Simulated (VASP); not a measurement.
Input:

```
CELL_PARAMETERS angstrom
      3.34513     0.00000     0.00000
      0.00000     4.37120     0.00000
      0.00000     0.00000     5.33575
ATOMIC_POSITIONS crystal
  Fe 0.00000 0.00000 0.00000
  Fe 0.50000 0.50000 0.50000
  S  0.00000 0.20634 0.37474
  S  0.50000 0.70634 0.12526
  S  0.50000 0.29366 0.87474
  S  0.00000 0.79366 0.62526
```

The numbers are results of PBEsol GGA, VASP's PBE PAW potentials (set 64) (plane waves; VASP 6.6.1), not measurements. Numerical set-up: 400 eV cut-off, 7×6×5 Γ-centred mesh, tetrahedra with Blöchl corrections, potentials Fe S.

The cores are frozen, which limits the accuracy of field gradients.

Task: Give the principal components of the electric field gradient (V/Å²) and the asymmetry η at each nucleus.

Result: 
| atom | Vxx | Vyy | Vzz | η |
|---|---|---|---|---|
| Fe1 | 32.3 | 5.3 | -37.6 | 0.72 |
| Fe2 | 32.3 | 5.3 | -37.6 | 0.72 |
| S3 | -82.3 | -49.0 | 131.3 | 0.25 |
| S4 | -82.3 | -49.0 | 131.3 | 0.25 |
| S5 | -82.3 | -49.0 | 131.3 | 0.25 |
| S6 | -82.3 | -49.0 | 131.3 | 0.25 |

The compound is FeS2 in the marcasite structure. It was relaxed first. The run is not spin-polarised, so no magnetic state was tried.
